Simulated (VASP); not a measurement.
Here is a VASP 6.6.1 calculation.

INCAR

```
PREC = Accurate ; ENCUT = 600
EDIFF = 1E-7 ; ISMEAR = -1
SIGMA = 0.05 ; LREAL = F
LASPH = T ; NELM = 120
ALGO = Normal ; ISIF = 3
LWAVE = F ; LCHARG = F
ISPIN = 2 ; MAGMOM = 0 0 4 1 0 0 0 0 0 0
LORBIT = 11 ; LMAXMIX = 6
GGA = PE ; LUSE_VDW = T
IVDW_NL = 2 ; BPARAM = 10.0
CPARAM = 0.0093 ; IBRION = 2
NSW = 60 ; EDIFFG = -0.02
KPAR = 4
```

File KPOINTS:

```
Automatic mesh
0
Gamma
  6 6 6
```

The input POSCAR:

```
NaLaMnMoO6
1.0
    4.9777500000     -2.8814600000      0.0205500000
    4.9777500000      2.8814600000      0.0205500000
   -3.0608600000      0.0000000000      4.5978500000
Na La Mn Mo O
1 1 1 1 6
Direct
    0.9948200000      0.9948200000      0.4999400000
    0.7530700000      0.7530700000      0.7882500000
    0.2501600000      0.2501600000      0.1981100000
    0.4986700000      0.4986700000      0.9972200000
    0.3033800000      0.3033800000      0.6139600000
    0.3290200000      0.8285000000      0.8764900000
    0.1955800000      0.6363000000      0.1535400000
    0.6363000000      0.1955800000      0.1535400000
    0.8285000000      0.3290200000      0.8764900000
    0.7105000000      0.7105000000      0.3424600000
```

Potentials or basis: VASP PAW PBE potentials, release 64 (Na_pv, La, Mn_pv, Mo_sv, O).

Command:

```bash
$ cat potpaw_PBE.64/Na_pv/POTCAR potpaw_PBE.64/La/POTCAR potpaw_PBE.64/Mn_pv/POTCAR potpaw_PBE.64/Mo_sv/POTCAR potpaw_PBE.64/O/POTCAR > POTCAR
$ mpirun -np 4 vasp_std > vasp.out
```

Question: What does it give for the net moment?

Answer: 5.00 μB per cell.

Question: Predict the space group after relaxing (to 0.05 Å).

Answer: Cm (No. 8).

Question: Predict the relaxed cell.

Answer: a = 5.657 Å, b = 5.657 Å, c = 5.510 Å, α = 118.78°, β = 118.78°, γ = 60.98°.

Final structure:
```
CELL_PARAMETERS angstrom
4.87493 -2.87061 -0.03336
4.87493 2.87061 -0.03336
-3.04755 0.00000 4.59046
ATOMIC_POSITIONS crystal
Na 0.00471 0.00471 0.50189
La 0.75637 0.75637 0.78400
Mn 0.24990 0.24990 0.20327
Mo 0.49893 0.49893 0.99727
O 0.29153 0.29153 0.61185
O 0.32069 0.82554 0.87084
O 0.19723 0.63695 0.15960
O 0.63695 0.19723 0.15960
O 0.82554 0.32069 0.87084
O 0.71813 0.71813 0.34084
```

Caveat: a cell with one magnetic atom can't hold antiferromagnetic order, which such compounds often take.
